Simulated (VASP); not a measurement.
Input:

```cif
data_Nb2
_chemical_formula_sum 'Nb2'
_space_group_name_H-M_alt 'Im-3m'
_space_group_IT_number 229
_space_group_name_Hall '-I 4 2 3'
_cell_length_a 3.30314
_cell_length_b 3.30314
_cell_length_c 3.30314
_cell_angle_alpha 90.000
_cell_angle_beta 90.000
_cell_angle_gamma 90.000
loop_
_atom_site_label
_atom_site_type_symbol
_atom_site_symmetry_multiplicity
_atom_site_Wyckoff_symbol
_atom_site_fract_x
_atom_site_fract_y
_atom_site_fract_z
_atom_site_occupancy
Nb1 Nb 2 a 0.00000 0.00000 0.00000 1
```
(The calculation used a cell of 1 atom; values per cell refer to that cell.)

The numbers are results of r2SCAN meta-GGA, VASP's PBE PAW potentials (set 64) (plane waves; VASP), not measurements. Numerical set-up: 520 eV cut-off, 15×15×15 Γ-centred mesh, first-order Methfessel-Paxton smearing of 0.10 eV, potentials Nb_sv.

Task: Give the energy at these volumes per atom, relative to the lowest: 16.96, 17.50, 18.05, 18.59, 19.13 Å³.

Result: 37.6, 8.4, 0.0, 9.1, 33.0 meV/atom. A third-order Birch-Murnaghan fit gives B0 = 174 GPa and B0′ = 4.7.

Measured: bulk modulus 173 GPa at 0 K (computed value off by +0.2 %), as given by Daniel Mejia-Rodriguez et al., Physical Review B (2018), arXiv:1807.09216 [0 K value with the zero-point phonon effect removed]; a 3.294 Å at 0 K (computed value off by +0.3 %), as given by Daniel Mejia-Rodriguez et al., Physical Review B (2018), arXiv:1807.09216 [static lattice: zero-point anharmonic expansion removed].

The compound is Nb in the bcc structure. It was relaxed first.
